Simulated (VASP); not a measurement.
Data:

```
CELL_PARAMETERS angstrom
      2.63930     0.00000     0.00000
     -1.31965     2.28570     0.00000
      0.00000     0.00000     4.63124
ATOMIC_POSITIONS crystal
  Zn 0.33333 0.66667 0.25000
  Zn 0.66667 0.33333 0.75000
```

Level of theory: r2SCAN+rVV10 with spin-orbit coupling, VASP's PBE PAW potentials (set 64) (plane waves; VASP 6.6.1). Settings: 400 eV cut-off, 14×14×7 Γ-centred mesh, Gaussian smearing of 0.050 eV, potentials Zn.

Problem. Give the energies of bands 21 to 31 at the high-symmetry points, in eV from the Fermi level.

Solution. 
```tsv
band	Γ	M	K	A	L	H
21	-7.43	-3.53	-0.36	-7.56	-2.42	0.54
22	-7.43	-3.53	-0.36	-7.56	-2.42	0.54
23	-4.02	-2.62	-0.35	-7.56	-2.42	0.59
24	-4.02	-2.62	-0.35	-7.56	-2.42	0.59
25	-2.33	3.45	-0.34	6.32	0.19	1.67
26	-2.33	3.45	-0.34	6.32	0.19	1.67
27	17.36	3.82	5.77	6.32	0.19	1.73
28	17.36	3.82	5.77	6.32	0.19	1.73
29	18.20	5.32	6.69	19.83	12.20	2.47
30	18.20	5.32	6.69	19.84	12.20	2.47
31	18.42	6.20	6.72	19.85	12.20	2.48
```

It has no gap at this level: it comes out as a metal or semimetal.

The structure comes from a measured Zn entry (P6_3/mmc) of the Crystallography Open Database, whose conditions weren't checked. It was relaxed first, which changed the volume by -8 %.
